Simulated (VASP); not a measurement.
Crystal: PmS.

```
Pm S
1.0
     1.87757    3.25204    0.00000
    -5.63270    3.25204    0.00000
     0.00000    0.00000    3.66483
Pm S
2 2
Cartesian
  0.0000 0.0000 0.0000
  -1.8776 3.2520 0.0000
  -3.7551 4.3361 1.8324
  -1.8776 1.0840 1.8324
```

The cell comes from a database or a generator and needn't be the stable form of this composition.

Base run:

| Quantity | Value |
| --- | --- |
| Program | VASP 6.6.1 |
| Functional | PBEsol |
| Potentials or basis | VASP PAW PBE potentials, release 64 (Pm, S) |
| Cutoff | 520 eV |
| k mesh | 5 × 3 × 5 |
| Occupations | gaussian, width 0.05 eV |
| Spin | collinear spin, antiferromagnetic start |
| Starting moments | [4.0, -4.0, 0.0, 0.0] μB |
| Hubbard terms | Pm f U = 7 eV |

Its results: band gap on the k mesh 0.08 eV; pressure 11.7 GPa; net moment 0.00 μB per cell; site moments Pm +4.85, -4.85; S -0.02, +0.02 μB; largest force 0.042 eV/Å.

Task: The run is repeated on the same cell with these changes: hubbard terms from Pm f U = 7 eV to Pm f U = 2 eV; further incar settings from ALGO = Normal; EDIFF = 1e-06 to ALGO = Normal; EDIFF = 1e-07. What comes out?

Result: Band gap on the k mesh none (metal or under the smearing width); pressure 5.0 GPa; net moment 0.00 μB per cell; site moments Pm +4.45, -4.45; S -0.02, +0.02 μB; largest force 0.051 eV/Å.

Caveats: the magnetic or orbital state may not be the lowest; the PAW data sets were made with another functional, which shifts forces and pressure a little; spin-orbit coupling is left out, which moves the levels of the heavy elements; an odd mesh through Γ misses points on the zone boundary, where band edges often lie (some runs).

Not every run made on this cell is shown here.
